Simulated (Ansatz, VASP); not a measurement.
# MgAl2C2 (MgAl2C2 (P-3m1)): VASP beside Ansatz

Aim: how closely do two programs agree when they are given the same cell, functional and k mesh?

Program: Ansatz 0.2.0. Level of theory: plane waves, with VASP 6.6.1 beside it; single point at PBEsol. Results are calculated unless marked as measured.

### Step 1. Set-up

The cell holds 90 atoms: 18 Mg, 36 Al and 36 C. Cell: a = 10.130 Å, b = 10.130 Å, c = 11.536 Å, α = 90.0°, β = 90.0°, γ = 120.0°. It derives from MgAl2C2 (MgAl2C2 (P-3m1)).

### Step 2. VASP: single point, PBEsol

A single point gives forces, pressure and levels at one fixed geometry, so differences don't come from the geometry; what else differs is listed under the comparison.

Lines of VASP's logs that name or quote its potential files are left out, and so is its time.

The input, INCAR:

```
SYSTEM = MgAl2C2
PREC = Normal
ENCUT = 400
EDIFF = 1E-05
NELM = 120
ISMEAR = 0
SIGMA = 0.05
LREAL = Auto
ALGO = Fast
GGA = PS
LORBIT = 11
LWAVE = .FALSE.
LCHARG = .FALSE.
```

The input, POSCAR:

```
MgAl2C2
1.0
   10.1304745446      0.0000000000      0.0000000000
   -5.0652372723      8.7732481764      0.0000000000
    0.0000000000      0.0000000000     11.5357978376
Mg Al C
18 36 36
Direct
    0.0000000000      0.0000000000      0.0000000000
    0.0000000000      0.0000000000      0.5000000000
    0.0000000000      0.3333333333      0.0000000000
    0.0000000000      0.3333333333      0.5000000000
    0.0000000000      0.6666666667      0.0000000000
    0.0000000000      0.6666666667      0.5000000000
    0.3333333333      0.0000000000      0.0000000000
    0.3333333333      0.0000000000      0.5000000000
    0.3333333333      0.3333333333      0.0000000000
    0.3333333333      0.3333333333      0.5000000000
    0.3333333333      0.6666666667      0.0000000000
    0.3333333333      0.6666666667      0.5000000000
    0.6666666667      0.0000000000      0.0000000000
    0.6666666667      0.0000000000      0.5000000000
    0.6666666667      0.3333333333      0.0000000000
    0.6666666667      0.3333333333      0.5000000000
    0.6666666667      0.6666666667      0.0000000000
    0.6666666667      0.6666666667      0.5000000000
    0.2222222233      0.1111111100      0.1751361392
    0.2222222233      0.1111111100      0.6751361392
    0.2222222233      0.4444444433      0.1751361392
    0.2222222233      0.4444444433      0.6751361392
    0.2222222233      0.7777777767      0.1751361392
    0.2222222233      0.7777777767      0.6751361392
    0.5555555567      0.1111111100      0.1751361392
    0.5555555567      0.1111111100      0.6751361392
    0.5555555567      0.4444444433      0.1751361392
    0.5555555567      0.4444444433      0.6751361392
    0.5555555567      0.7777777767      0.1751361392
    0.5555555567      0.7777777767      0.6751361392
    0.8888888900      0.1111111100      0.1751361392
    0.8888888900      0.1111111100      0.6751361392
    0.8888888900      0.4444444433      0.1751361392
    0.8888888900      0.4444444433      0.6751361392
    0.8888888900      0.7777777767      0.1751361392
    0.8888888900      0.7777777767      0.6751361392
    0.1111111100      0.2222222233      0.3248638608
    0.1111111100      0.2222222233      0.8248638608
    0.1111111100      0.5555555567      0.3248638608
    0.1111111100      0.5555555567      0.8248638608
    0.1111111100      0.8888888900      0.3248638608
    0.1111111100      0.8888888900      0.8248638608
    0.4444444433      0.2222222233      0.3248638608
    0.4444444433      0.2222222233      0.8248638608
    0.4444444433      0.5555555567      0.3248638608
    0.4444444433      0.5555555567      0.8248638608
    0.4444444433      0.8888888900      0.3248638608
    0.4444444433      0.8888888900      0.8248638608
    0.7777777767      0.2222222233      0.3248638608
    0.7777777767      0.2222222233      0.8248638608
    0.7777777767      0.5555555567      0.3248638608
    0.7777777767      0.5555555567      0.8248638608
    0.7777777767      0.8888888900      0.3248638608
    0.7777777767      0.8888888900      0.8248638608
    0.1111111100      0.2222222233      0.1348956580
    0.1111111100      0.2222222233      0.6348956580
    0.1111111100      0.5555555567      0.1348956580
    0.1111111100      0.5555555567      0.6348956580
    0.1111111100      0.8888888900      0.1348956580
    0.1111111100      0.8888888900      0.6348956580
    0.4444444433      0.2222222233      0.1348956580
    0.4444444433      0.2222222233      0.6348956580
    0.4444444433      0.5555555567      0.1348956580
    0.4444444433      0.5555555567      0.6348956580
    0.4444444433      0.8888888900      0.1348956580
    0.4444444433      0.8888888900      0.6348956580
    0.7777777767      0.2222222233      0.1348956580
    0.7777777767      0.2222222233      0.6348956580
    0.7777777767      0.5555555567      0.1348956580
    0.7777777767      0.5555555567      0.6348956580
    0.7777777767      0.8888888900      0.1348956580
    0.7777777767      0.8888888900      0.6348956580
    0.2222222233      0.1111111100      0.3651043420
    0.2222222233      0.1111111100      0.8651043420
    0.2222222233      0.4444444433      0.3651043420
    0.2222222233      0.4444444433      0.8651043420
    0.2222222233      0.7777777767      0.3651043420
    0.2222222233      0.7777777767      0.8651043420
    0.5555555567      0.1111111100      0.3651043420
    0.5555555567      0.1111111100      0.8651043420
    0.5555555567      0.4444444433      0.3651043420
    0.5555555567      0.4444444433      0.8651043420
    0.5555555567      0.7777777767      0.3651043420
    0.5555555567      0.7777777767      0.8651043420
    0.8888888900      0.1111111100      0.3651043420
    0.8888888900      0.1111111100      0.8651043420
    0.8888888900      0.4444444433      0.3651043420
    0.8888888900      0.4444444433      0.8651043420
    0.8888888900      0.7777777767      0.3651043420
    0.8888888900      0.7777777767      0.8651043420
```

The input, KPOINTS:

```
Automatic mesh
0
Gamma
2 2 1
0 0 0
```

PAW data sets: Mg, Al and C (PBE family, release 64).

On the command line:

```
$ export OMP_NUM_THREADS=5
$ mpirun -np 1 vasp_std
```

Numbers of over 12 decimals in the logs are rounded to 6 here.

The program printed:

```text
[banner, memory and clock lines left out]
running    1 mpi-ranks, on    1 nodes
[...]
Offloading initialized ...    1 GPUs detected
[...]
|                                                                             |
|               ----> ADVICE to this user running VASP <----                  |
|                                                                             |
|     You enforced a specific xc type in the INCAR file but a different       |
|     [... a line on the potential file left out ...]
|     I HOPE YOU KNOW WHAT YOU ARE DOING!                                     |
|                                                                             |

 LDA part: xc-table for (Slater+PW92), standard interpolation
 POSCAR, INCAR and KPOINTS ok, starting setup
[...]
entering main loop
       N       E                     dE             d eps       ncg     rms          rms(c)
DAV:   1     0.694977532709E+03    0.69498E+03   -0.10220E+05   776   0.106E+03
DAV:   2    -0.496955061130E+03   -0.11919E+04   -0.11276E+04   932   0.200E+02
DAV:   3    -0.603197074178E+03   -0.10624E+03   -0.10521E+03   904   0.582E+01
DAV:   4    -0.606534201035E+03   -0.33371E+01   -0.33248E+01   928   0.109E+01
[...]
RMM:  15    -0.533239957251E+03   -0.34208E-04   -0.28992E-04   950   0.385E-02    0.256E-02
RMM:  16    -0.533239954938E+03    0.23130E-05   -0.39522E-04   921   0.312E-02    0.119E-02
RMM:  17    -0.533239955053E+03   -0.11568E-06   -0.39351E-05   741   0.144E-02
   1 F= -.53323996E+03 E0= -.53323996E+03  d E =-.298902E-15
```

OUTCAR, selected parts (step 2):

```text
  FREE ENERGIE OF THE ION-ELECTRON SYSTEM (eV)
  ---------------------------------------------------
  free  energy   TOTEN  =      -533.2399550532 eV

  energy  without entropy=     -533.2399550532  energy(sigma->0) =     -533.23995505
```

The gap is read on the k-mesh alone, so it is an upper bound where the band edges lie off the mesh.

(Part 1 of 2 ends here.)

[Lines on the potential files, build, host, timing and source positions are cut from VASP's logs without a mark.]

[Logs are printed without paths, hosts, clocks, repeated set-up lines and the standing remarks that a program may print on its own settings, such as how far it seeks lower states.]

[Hosts, paths, dates, database ids (printed as entryN), source tags and the programs' standing remarks are cut or masked in the printed files.]
